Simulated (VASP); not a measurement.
The system is TiO2.

```
Ti O
1.0
    -1.89210    1.89210    4.75730
     1.89210   -1.89210    4.75730
     1.89210    1.89210   -4.75730
Ti O
2 4
Direct
  0.00000 0.00000 0.00000
  0.75000 0.25000 0.50000
  0.20810 0.20810 0.00000
  0.95810 0.45810 0.50000
  0.54190 0.04190 0.50000
  0.79190 0.79190 0.00000
```

| Property | Result |
| --- | --- |
| Program | VASP 6.6.1 |
| Task | relaxation of cell and atoms |
| Functional | PBE |
| Potentials or basis | VASP PAW PBE potentials, release 64 (Ti_sv, O) |
| Cutoff | 600 eV |
| k mesh | 10 × 10 × 10 |
| Occupations | gaussian, width 0.02 eV |
| Spin | no spin polarisation |

At the start: pressure 5.6 GPa; volume 11.35 Å³/atom.

Question: Where does the relaxation end?

Answer: Over 11 steps the energy falls by 5.7 meV/atom and the volume is 11.69 Å³/atom (+3.0 %); space group I4_1/amd (No. 141, to 0.05 Å).

Step by step:
```
step  energy change (eV)  largest force (eV/Å)  pressure (GPa)  volume (Å³)
   1              0.0000                0.1231            5.64        68.13
   2              0.0178                0.3182           -6.24        72.14
   3             -0.0307                0.0869            0.03        69.86
   4             -0.0307                0.0830            0.14        69.83
   5             -0.0317                0.0438            0.08        69.91
   6             -0.0323                0.0127           -0.01        70.03
   7             -0.0330                0.0080           -0.07        70.08
   8             -0.0341                0.0044           -0.28        70.22
   9             -0.0341                0.0071           -0.32        70.26
  10             -0.0341                0.0082            0.25        70.08
  11             -0.0342                0.0016            0.02        70.15
```

Final structure:
```cif
data_structure
_symmetry_space_group_name_H-M 'P 1'
_symmetry_Int_Tables_number 1
_cell_length_a 5.5484
_cell_length_b 5.5484
_cell_length_c 5.5484
_cell_angle_alpha 139.929
_cell_angle_beta 139.929
_cell_angle_gamma 57.962
_cell_volume 70.15
loop_
_atom_site_label
_atom_site_type_symbol
_atom_site_fract_x
_atom_site_fract_y
_atom_site_fract_z
_atom_site_occupancy
Ti1 Ti 0.00000 0.00000 0.00000 1
Ti2 Ti 0.75000 0.25000 0.50000 1
O1 O 0.20649 0.20649 0.00000 1
O2 O 0.95649 0.45649 0.50000 1
O3 O 0.54351 0.04351 0.50000 1
O4 O 0.79351 0.79351 0.00000 1
```
